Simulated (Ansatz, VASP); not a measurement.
**CO2 in two plane-wave programs**

One calculation is typed for both programs; each brings its own data sets. How far apart do they land? The cell is taken from a series of runs on this material, whose earlier steps may have relaxed, scaled, displaced or heated it; both programs get it as it stands.

Calculated with Ansatz 0.2.0; plane waves, with VASP 6.6.1 beside it; zone-centre phonons at LDA.

## 1. Starting point

Symmetry: I-42d, No. 122, tetragonal system. Conventional cell: a = 3.895 Å, b = 3.895 Å, c = 5.903 Å, α = 90.00°, β = 90.00°, γ = 90.00°. C has 4 O at 1.38 Å nearest. Nearest to O lie 2 C at 1.38 Å. Farther neighbours and most contacts between anions are not listed.

Structure file:

```cif
data_structure
_symmetry_space_group_name_H-M 'P 1'
_symmetry_Int_Tables_number 1
_cell_length_a 4.0368
_cell_length_b 4.0368
_cell_length_c 4.0368
_cell_angle_alpha 122.319
_cell_angle_beta 122.319
_cell_angle_gamma 86.028
_cell_volume 44.77
loop_
_atom_site_label
_atom_site_type_symbol
_atom_site_fract_x
_atom_site_fract_y
_atom_site_fract_z
_atom_site_occupancy
C1 C 0.75000 0.25000 0.50000 1
C2 C 0.00000 0.00000 0.00000 1
O3 O 0.70855 0.12500 0.08355 1
O4 O 0.04145 0.62500 0.91645 1
O5 O 0.37500 0.29145 0.41645 1
O6 O 0.87500 0.95855 0.58355 1
```

## 2. Ansatz: zone-centre phonons, LDA

Ansatz runs on its default PAW (the set named soft_2) files.

Second derivatives magnify differences that forces hide, and they need a tight electronic threshold.

input.yaml

```yaml
crystal:
  lattice:
    - [-1.9472565228, 1.9472565228, 2.9516678539]
    - [1.9472565228, -1.9472565228, 2.9516678539]
    - [1.9472565228, 1.9472565228, -2.9516678539]
  atoms:
    - { symbol: C, position: [0.75, 0.25, 0.5] }
    - { symbol: C, position: [0.0, 0.0, 0.0] }
    - { symbol: O, position: [0.7085499806, 0.125, 0.0835499806] }
    - { symbol: O, position: [0.0414500194, 0.625, 0.9164500194] }
    - { symbol: O, position: [0.375, 0.2914500194, 0.4164500194] }
    - { symbol: O, position: [0.875, 0.9585499806, 0.5835499806] }
kpoints:
  mp_grid: { grid: [8, 8, 8] }
hamiltonian:
  xc: lda
scf:
  occupations: { method: fixed }
output:
  eigenvalues: true
phonons:
  method: dfpt
```

Command:

```bash
$ ansatz run input.yaml --threads 8 --pin off --max-ram 14336MiB --backend cpu --events-out ev --progress --plain --runs-dir out
```

Numbers of over 12 decimals in the logs are rounded to 6 here.

What it wrote:

```text
Engine: ansatz 0.2.0, x86_64-unknown-linux-gnu
Pseudopotentials: kind: paw
Pseudopotential: C, paw, valence charge 4, recommended cutoff 420 eV (normal), C.paw.azcp
Pseudopotential: O, paw, valence charge 6, recommended cutoff 420 eV (normal), O.paw.azcp
Functional definition: SPW92
  exchange = slater_x
  correlation = pw_c
Crystal: 6 atoms, lattice volume = 44.769 Å³
Basis set: ecut = 420 eV, 901 PW (Γ), exchange–correlation on 64×64×64 points (8 copies of the dense FFT grid, shifted against one another)
Bands: 22, of which v1, the nominal top of the filled ones, is band 16 counted from 1 (15 counted from 0)
Symmetry: 8 space group operations
k-points: 260 of 512 (irreducible under 1 space group operation, time reversal used)
Non-local potential: C, projectors of the file, l = 0: 2, l = 1: 2, l = 2: 1
Non-local potential: O, projectors of the file, l = 0: 2, l = 1: 2, l = 2: 1
PAW form: soft (Blöchl's): semilocal exchange-correlation on the pseudo side does not see the compensation charge
PAW frozen core: C, regenerated for the run's functional, and the local potential with it (the file was generated under x = pbe(κ = 0.804, μ = 0.219515), c = pbe(β = 0.066725))
PAW frozen core: O, regenerated for the run's functional, and the local potential with it (the file was generated under x = pbe(κ = 0.804, μ = 0.219515), c = pbe(β = 0.066725))
PAW one-centre angular grid: C, 110 points (default); XC on 64 Gauss nodes
PAW one-centre angular grid: O, 110 points (default); XC on 64 Gauss nodes
Initial density: superposition of atomic densities (neutral atoms: chi_scale 0, normalization atom), corrected by the library's trained network
Initial wavefunctions: pseudopotential atomic-orbital guess
Functional: x = slater, c = lda
SCF iter   1: F=—  HF=-2703.105227 eV  |F-HF|=—  |Δ(HF+E_count)|=         —  Δρ=1.12e-2  dr2=4.41e-2  ethr=1.77e-3  ⟨swp⟩=5.0  Hψ=21834  notcnv=0  defer=1011
preconditioner: auto → none  [insulator: Δε(μ)=7.534 eV  Ē_g=19.337 eV  n_scr=14 (ndim 8)  ℏωp=31.4 eV  f_vac=0.027  ε∞_Penn≈3.6]
SCF iter   2: F=—  HF=-2703.091258 eV  |F-HF|=—  |Δ(HF+E_count)|=   1.40e-2  Δρ=3.87e-3  dr2=3.11e-3  ethr=1.38e-4  ⟨swp⟩=2.5  Hψ=11353  notcnv=0  defer=1037
SCF iter   3: F=—  HF=-2703.090449 eV  |F-HF|=—  |Δ(HF+E_count)|=   8.09e-4  Δρ=1.65e-3  dr2=6.47e-4  ethr=9.70e-6  ⟨swp⟩=2.0  Hψ=9602  notcnv=0  defer=1037
SCF iter   4: F=—  HF=-2703.090302 eV  |F-HF|=—  |Δ(HF+E_count)|=   1.47e-4  Δρ=5.00e-4  dr2=2.51e-5  ethr=2.02e-6  ⟨swp⟩=2.0  Hψ=8867  notcnv=0  defer=738
SCF iter   5: F=—  HF=-2703.090297 eV  |F-HF|=—  |Δ(HF+E_count)|=   4.65e-6  Δρ=3.46e-5  dr2=1.19e-7  ethr=7.83e-8  ⟨swp⟩=2.0  Hψ=9394  notcnv=0  defer=486
SCF iter   6: F=—  HF=-2703.090297 eV  |F-HF|=—  |Δ(HF+E_count)|=   1.52e-7  Δρ=6.45e-6  dr2=4.18e-9  ethr=3.72e-10  ⟨swp⟩=2.2  Hψ=7590  notcnv=0  defer=486
SCF iter   7: F=-2703.090297 eV  HF=-2703.090297 eV  |F-HF|=1.41e-11  |Δ(HF+E_count)|=   1.43e-9  Δρ=4.79e-7  dr2=3.66e-11  ethr=1.00e-12  ⟨swp⟩=11.4  Hψ=39226  notcnv=0
SCF 1 converged in 7 iterations: F = -2703.090297 eV  dr2 = 3.66e-11
  greatest PAW one-centre occupation: 0.860 electrons in one spin orbital (limit 2), on the O atom at site 5 (counted from 0), in its partial waves of l = 0
DFPT response loops at Γ: preconditioner auto → none (the input reference at scf.mixing.eps_inf says where Resta's filter doesn't serve); β = 0.50; Broyden in place of MSR1
SCF converged after 7 iterations
Free energy (F): -2703.090297 eV
Harris-Foulkes:  -2703.090297 eV  (|F-HF|=1.41e-11)
Internal energy: -2703.090297 eV  (E = F + TS)
E sigma→0 (E₀):  -2703.090297 eV
Fermi energy:    5.357326 eV
--- Per-component energies (eV) ---
  E_band       = -108.794875
  E_kinetic    = 882.552004
  E_local      = -1733.660422  (includes V_loc(G=0)·N_el)
  E_nonlocal   = 254.967093
  E_hartree    = 569.729206
  E_xc         = -382.179793
  E_vxc        = -487.504920  (∫ρ·V_xc dr)
  E_paw        = -774.094152  (= ΣΔE_a)
  E_vpaw       = -164.617545  (= ΣTr[D̂ρ^β])
  E_aug_tail   = 0.010398  (compensation charges beyond the density's cutoff)
  E_ewald      = -1520.927982
  E_core_change = 0.513351  (= ΣΔE_core)
  E_smearing   = -0.000000  (= −TS)
  E_closure    = -0.000000  (closes the sum)
  Σ components = -2703.090297   (vs F -2703.090297, Δ=0.00e0)
--- Band table (eV; the first three rows and the last of 260) ---
  k-point 0: bands = [... 12 lower, 4.0426, 4.4138, 4.4138, 4.8817, 12.9519, 14.8956, 14.8956, 15.1767, ... 2 higher]
  k-point 1: bands = [... 12 lower, 4.1738, 4.1820, 4.3066, 4.7124, 13.1545, 14.8979, 15.0472, 15.5420, ... 2 higher]
  k-point 2: bands = [... 12 lower, 4.0813, 4.0881, 4.5268, 4.6598, 13.5313, 14.8840, 15.6161, 15.8614, ... 2 higher]
  k-point 259: bands = [... 12 lower, 2.4050, 2.4050, 5.3135, 5.3135, 14.3789, 14.3789, 16.4092, 16.4092, ... 2 higher]
--- Phonons (Γ-DFPT): 5 representative perturbations + reference, on 260 of 512 k-points (Σ response iterations 16) ---
  k mesh reduced under 1 symmetry operation, with k and −k counted as one. Each operation leaves every solved perturbation unchanged. A smaller set is not used because it would not reduce the number of displacements times k-points to solve
  ASR residual: 1.920e-4 → 0.000e0 eV/Å²; symmetrization residual: 1.394e-6 eV/Å²
  ASR residual per site (eV/Å²): 1.92e-4 1.92e-4 1.06e-4 1.06e-4 1.06e-4 1.06e-4
  Γ frequencies (cm⁻¹): 0.00 0.00 0.00 348.13 348.13 542.21 651.27 700.38 791.96 861.28 861.28 907.82 907.82 927.05 1072.28 1072.28 1103.26 1107.77
  non-analytic LO–TO correction: not included (Born effective charges unavailable; polar crystals: no LO–TO splitting at Γ)
```

The column dr2 measures how far the density is from self-consistency, as an energy; F and HF (Harris–Foulkes) agree once it is small.

(Part 1 of 2 ends here.)

[Lines on the potential files, build, host, timing and source positions are cut from VASP's logs without a mark.]

[Logs are printed without paths, hosts, clocks, repeated set-up lines and the standing remarks that a program may print on its own settings, such as how far it seeks lower states.]

[Hosts, paths, dates, database ids (printed as entryN), source tags and the programs' standing remarks are cut or masked in the printed files.]
